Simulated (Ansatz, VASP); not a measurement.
**Two plane-wave programs on CoW3**

```
W Co
1.0
     3.90735    0.00000    0.00000
     0.00000    3.90735    0.00000
     0.00000    0.00000    3.90735
W Co
3 1
Direct
  0.50000 0.50000 0.00000
  0.50000 0.00000 0.50000
  0.00000 0.50000 0.50000
  0.00000 0.00000 0.00000
```

The cell comes from a database or a generator and needn't be the stable form of this composition.

Alike in both runs: task single point; functional PBEsol; k mesh 7 × 7 × 7; occupations fermi-dirac, width 0.05 eV; collinear spin.

```csv
,VASP,Ansatz
version,VASP 6.6.1,Ansatz 0.2.0
potentials or method,"VASP PAW PBE potentials, release 64 (W_sv, Co)",Ansatz PAW
plane-wave cutoff (eV),520,420
valence electrons in the cell,51,59
```

VASP gave:

```
gap on the k mesh at the Fermi level (eV) : none
pressure (GPa)                            : -10.1
net moment per atom (μB)                  : 0.00
```

Q: What did Ansatz give for the same quantities?

A: gap on the k mesh at the Fermi level (eV): none; pressure (GPa): -10.4; net moment per atom (μB): 0.00.

A gap of «none» marks a metal or a gap that the smearing closes. The two sets of potentials don't hold the same shells in valence.

Caveats: the PAW data sets were made with another functional, which shifts forces and pressure a little (VASP); the PAW data sets come from PBE, with cores solved anew for the run's functional, which leaves a small shift of forces and pressure (Ansatz); the starting moments weren't kept (Ansatz). The runs have no spin-orbit coupling, so splittings on W are missing.
